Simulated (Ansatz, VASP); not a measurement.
# SnO2: VASP beside Ansatz

One calculation is typed for both programs; each brings its own data sets. How far apart do they land? The cell is taken from a series of runs on this material, whose earlier steps may have relaxed, scaled, displaced or heated it; both programs get it as it stands.

Main program and level: Ansatz 0.2.0; plane waves, with VASP 6.6.1 beside it; LDA, spin-orbit coupling.

## 1. The structure

Symmetry: Pnnm, No. 58, orthorhombic system. The conventional cell has a = 4.788 Å, b = 4.867 Å, c = 3.241 Å, α = 90.00°, β = 90.00°, γ = 90.00°. Sn has 6 O at 2.09 to 2.10 Å nearest. Nearest to O lie 3 Sn at 2.09 to 2.10 Å. Farther neighbours and most contacts between anions are not listed.

Coordinates:

```
Sn O
1.0
     4.78800    0.00000    0.00000
     0.00000    4.86658    0.00000
     0.00000    0.00000    3.24090
Sn O
2 4
Cartesian
  2.3940 2.4333 1.6204
  0.0000 0.0000 0.0000
  1.3974 1.5624 0.0000
  3.7914 0.8709 1.6204
  0.9966 3.9957 1.6204
  3.3906 3.3042 0.0000
```

## 2. VASP: single point, LDA, spin-orbit coupling

With cell and atoms fixed, the geometry can't cause a difference; cores, projectors, grids and the points listed under the comparison can.

Lines of VASP's logs that name or quote its potential files are left out, and so is its time.

The input, INCAR:

```
SYSTEM = SnO2
PREC = Accurate
ENCUT = 600
EDIFF = 1E-06
NELM = 200
ISMEAR = -1
SIGMA = 0.02
LREAL = .FALSE.
ALGO = Normal
GGA = PW92
LNONCOLLINEAR = .TRUE.
MAGMOM = 0 0 0 0 0 0 0 0 0 0 0 0 0 0 0 0 0 0
NBANDS = 64
GGA_COMPAT = .FALSE.
LASPH = .TRUE.
LSORBIT = .TRUE.
LORBIT = 11
LWAVE = .FALSE.
LCHARG = .FALSE.
ISIF = 2
EFERMI = MIDGAP
KPAR = 2
```

The input, POSCAR:

```
SnO2
1.0
    4.7880040000      0.0000000000      0.0000000000
    0.0000000000      4.8665820000      0.0000000000
    0.0000000000      0.0000000000      3.2408980000
Sn O
2 4
Direct
    0.5000000000      0.5000000000      0.5000000000
    0.0000000000      0.0000000000      0.0000000000
    0.2918550000      0.3210420000      0.0000000000
    0.7918550000      0.1789580000      0.5000000000
    0.2081450000      0.8210420000      0.5000000000
    0.7081450000      0.6789580000      0.0000000000
```

The input, KPOINTS:

```
Automatic mesh
0
Gamma
6 6 8
0 0 0
```

Potentials, in the order of the species: Sn_d and O (LDA family, release 64).

The run is started by

```console
> mpirun -np 2 vasp_ncl
```

Numbers of over 12 decimals in the logs are rounded to 6 here.

The program printed:

```text
[banner, memory and clock lines left out]
running    2 mpi-ranks, on    1 nodes
 distrk:  each k-point on    1 cores,    2 groups
 distr:  one band on    1 cores,    1 groups

 POSCAR found type information on POSCAR SnO
 POSCAR found :  2 types and       6 ions
|                                                                             |
|               ----> ADVICE to this user running VASP <----                  |
|                                                                             |
|     You enforced a specific xc type in the INCAR file but a different       |
|     [... a line on the potential file left out ...]
|     I HOPE YOU KNOW WHAT YOU ARE DOING!                                     |
|                                                                             |

 LDA part: xc-table for (Slater(with rela. corr.)+PW92), standard interpolation
 POSCAR, INCAR and KPOINTS ok, starting setup
 FFT: planning ... GRIDC
 FFT: planning ... GRID_SOFT
 FFT: planning ... GRID
 WAVECAR not read
 entering main loop
       N       E                     dE             d eps       ncg     rms          rms(c)
DAV:   1     0.839802930853E+03    0.83980E+03   -0.26062E+04 11832   0.276E+03
DAV:   2     0.140339336017E+03   -0.69946E+03   -0.66263E+03 10688   0.853E+02
DAV:   3    -0.320462472201E+02   -0.17239E+03   -0.16788E+03 11200   0.295E+02
DAV:   4    -0.477547238569E+02   -0.15708E+02   -0.15526E+02 12640   0.981E+01
DAV:   5    -0.482474542682E+02   -0.49273E+00   -0.49094E+00 12128   0.178E+01    0.152E+01
DAV:   6    -0.422865864020E+02    0.59609E+01   -0.20913E+01 16520   0.735E+01    0.579E+00
DAV:   7    -0.423430600744E+02   -0.56474E-01   -0.23848E+00 11544   0.949E+00    0.322E+00
DAV:   8    -0.422698483817E+02    0.73212E-01   -0.38660E-01 14960   0.526E+00    0.103E+00
DAV:   9    -0.422491264190E+02    0.20722E-01   -0.54145E-02 15352   0.325E+00    0.335E-01
DAV:  10    -0.422493599312E+02   -0.23351E-03   -0.94167E-03 14328   0.771E-01    0.115E-01
DAV:  11    -0.422493079952E+02    0.51936E-04   -0.18031E-03 14240   0.539E-01    0.385E-02
DAV:  12    -0.422492861183E+02    0.21877E-04   -0.13842E-04 14968   0.171E-01    0.770E-03
DAV:  13    -0.422492869885E+02   -0.87030E-06   -0.21223E-05 15384   0.468E-02    0.533E-03
DAV:  14    -0.422492870476E+02   -0.59007E-07   -0.19085E-06  9048   0.124E-02
   1 F= -.42249287E+02 E0= -.42249287E+02  d E =-.143703E-09  mag=     0.0000     0.0000    -0.0000
```

OUTCAR, selected parts (step 2):

```text
ion  position               nearest neighbor table
   1  0.500  0.500  0.500-   3 2.09   6 2.09   3 2.09   6 2.09   5 2.10   4 2.10
   2  0.000  0.000  0.000-   4 2.09   5 2.09   4 2.09   5 2.09   3 2.10   6 2.10
   3  0.292  0.321  0.000-   1 2.09   1 2.09   2 2.10
   4  0.792  0.179  0.500-   2 2.09   2 2.09   1 2.10
   5  0.208  0.821  0.500-   2 2.09   2 2.09   1 2.10
   6  0.708  0.679  0.000-   1 2.09   1 2.09   2 2.10

  LATTYP: Found a simple orthorhombic cell.
 ALAT       =     3.2408980000
 B/A-ratio  =     1.4773695439
 C/A-ratio  =     1.5016152930

 Subroutine GETGRP returns: Found  8 space group operations
 (whereof  4 operations were pure point group operations)

The static configuration has the point symmetry C_2h.
 The point group associated with its full space group is D_2h.

 Found     80 irreducible k-points:

   k-points           NKPTS =     80   k-points in BZ     NKDIM =     80   number of bands    NBANDS=     64

   dimension x,y,z NGX =    40 NGY =   40 NGZ =   28
   dimension x,y,z NGXF=    80 NGYF=   80 NGZF=   56

   ENCUT  =  600.0 eV  44.10 Ry    6.64 a.u.   9.56  9.72  6.47*2*pi/ulx,y,z

   NELECT =      52.0000    total number of electrons

 k-points in reciprocal lattice and weights: Automatic mesh
   0.00000000  0.00000000  0.00000000       0.003
   0.16666667  0.00000000  0.00000000       0.007
   0.33333333  0.00000000  0.00000000       0.007
   0.50000000  0.00000000  0.00000000       0.003
   0.00000000  0.16666667  0.00000000       0.007
   0.16666667  0.16666667  0.00000000       0.014
   0.33333333  0.16666667  0.00000000       0.014
   0.50000000  0.16666667  0.00000000       0.007
   0.00000000  0.33333333  0.00000000       0.007
[...]
0.33333333  0.50000000  0.50000000       0.007
   0.50000000  0.50000000  0.50000000       0.003

 average (electrostatic) potential at core
       1-100.0322       2-100.0322       3 -69.6470       4 -69.6470       5 -69.6470
       6 -69.6470

 E-fermi :   5.4793

 k-point     1 :       0.0000    0.0000    0.0000
  band No.  band energies     occupation
    ...
     48       4.4801      1.00000
     49       4.5048      1.00000
     50       4.5048      1.00000
     51       5.1250      1.00000
     52       5.1250      1.00000
     53       5.8336      0.00000
     54       5.8336      0.00000
     55      10.6580      0.00000
     56      10.6580      0.00000
     57      10.9061      0.00000
    ...

 k-point     2 :       0.1667    0.0000    0.0000
  band No.  band energies     occupation
    ...
     48       3.9707      1.00000
     49       4.5093      1.00000
     50       4.5093      1.00000
     51       5.0991      1.00000
     52       5.0991      1.00000
     53       6.5190      0.00000
     54       6.5190      0.00000
     55      10.3880      0.00000
     56      10.3880      0.00000
     57      11.0684      0.00000
    ...

 k-point     3 :       0.3333    0.0000    0.0000
  band No.  band energies     occupation
    ...
     48       3.9817      1.00000
     49       4.5680      1.00000
     50       4.5680      1.00000
     51       4.8959      1.00000
     52       4.8959      1.00000
     53       7.6899      0.00000
     54       7.6899      0.00000
     55       9.7960      0.00000
     56       9.7960      0.00000
     57      11.2726      0.00000
    ...

  Total       -4.7770449     -4.9080695     -5.6055571     -0.0000000      0.0000000      0.0000000
  in kB     -101.3505228   -104.1303618   -118.9283648     -0.0000000      0.0000000      0.0000000
  external PRESSURE =    -108.1364165 kB  Pullay stress =       0.0000000 kB

  energy-cutoff  :      600.00
  volume of cell :       75.52
      direct lattice vectors                 reciprocal lattice vectors
     4.788004000  0.000000000  0.000000000     0.208855298  0.000000000  0.000000000
     0.000000000  4.866582000  0.000000000     0.000000000  0.205483027  0.000000000
     0.000000000  0.000000000  3.240898000     0.000000000  0.000000000  0.308556456

 POSITION                                       TOTAL-FORCE (eV/Angst)
 -----------------------------------------------------------------------------------
      2.39400      2.43329      1.62045         0.000000      0.000000     -0.000000
      0.00000      0.00000      0.00000         0.000000      0.000000     -0.000000
      1.39740      1.56238      0.00000         0.156512     -0.001580     -0.000000
      3.79140      0.87091      1.62045         0.156512      0.001580      0.000000
      0.99660      3.99567      1.62045        -0.156512     -0.001580     -0.000000
      3.39060      3.30420      0.00000        -0.156512      0.001580     -0.000000
 -----------------------------------------------------------------------------------
    total drift:                               -0.000000     -0.000000      0.000000

  FREE ENERGIE OF THE ION-ELECTRON SYSTEM (eV)
  ---------------------------------------------------
  free  energy   TOTEN  =       -42.2492870476 eV

  energy  without entropy=      -42.2492870474  energy(sigma->0) =      -42.24928705

 Spin-Orbit-Coupling matrix elements
 Ion:    1  E_soc:     -0.0767214
 Ion:    2  E_soc:     -0.0767214
 Ion:    3  E_soc:     -0.0003764
 Ion:    4  E_soc:     -0.0003764
 Ion:    5  E_soc:     -0.0003764
 Ion:    6  E_soc:     -0.0003764

 total charge
# of ion       s       p       d       tot
------------------------------------------
    1        0.895   1.047  10.327  12.269
    2        0.895   1.047  10.327  12.269
    3        1.547   3.454   0.000   5.001
    4        1.547   3.454   0.000   5.001
    5        1.547   3.454   0.000   5.001
    6        1.547   3.454   0.000   5.001
--------------------------------------------------
tot          7.977  15.910  20.654  44.541

 magnetization (x)
# of ion       s       p       d       tot
------------------------------------------
    1        0.000   0.000   0.000   0.000
    2        0.000   0.000   0.000   0.000
    3        0.000   0.000   0.000   0.000
    4        0.000   0.000   0.000   0.000
    5        0.000   0.000   0.000   0.000
    6        0.000   0.000   0.000   0.000
--------------------------------------------------
tot          0.000   0.000   0.000   0.000

 magnetization (y)
# of ion       s       p       d       tot
------------------------------------------
    1        0.000   0.000   0.000   0.000
    2        0.000   0.000   0.000   0.000
    3        0.000   0.000   0.000   0.000
    4        0.000   0.000   0.000   0.000
    5        0.000   0.000   0.000   0.000
    6        0.000   0.000   0.000   0.000
--------------------------------------------------
tot          0.000   0.000   0.000   0.000

 magnetization (z)
# of ion       s       p       d       tot
------------------------------------------
    1       -0.000   0.000   0.000   0.000
    2        0.000  -0.000  -0.000  -0.000
    3       -0.000  -0.000   0.000  -0.000
    4        0.000   0.000   0.000   0.000
    5        0.000   0.000   0.000   0.000
    6       -0.000  -0.000   0.000  -0.000
--------------------------------------------------
tot          0.000   0.000   0.000   0.000

[... 3 further parts left out ...]
```

The run ends at a pressure of -10.81 GPa, with forces up to 0.16 eV/Å.

(Part 1 of 2 ends here.)

[Lines on the potential files, build, host, timing and source positions are cut from VASP's logs without a mark.]

[Logs are printed without paths, hosts, clocks, repeated set-up lines and the standing remarks that a program may print on its own settings, such as how far it seeks lower states.]

[Hosts, paths, dates, database ids (printed as entryN), source tags and the programs' standing remarks are cut or masked in the printed files.]
